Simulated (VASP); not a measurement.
Given:

```
CrB
1.0
    0.00000     2.26235     2.26235
    2.26235     0.00000     2.26235
    2.26235     2.26235     0.00000
Cr B
1 1
Direct
  0.00000   0.00000   0.00000
  0.25000   0.25000   0.25000
```
Starting moments (μB, in the order of the record's atoms Cr B): -0.8 0.0.

These are PBEsol GGA, VASP's PBE PAW potentials (set 64) (plane waves; VASP) values and carry that method's errors. Settings: 520 eV cut-off, Gaussian smearing of 0.050 eV, potentials Cr_pv B.

Q: Estimate the cell moment, band gap (along the path) with the smallest direct gap where there is one.

A: 
| Item | Value |
|---|---|
| band gap (along the path) | none (metal, semimetal or under 0.01 eV) |
| cell moment | -0.93 μB |

The structure was generated: CrB was put into the zinc blende type (F-43m), which need not be its known phase. It was relaxed first, which changed the volume by -32 %.
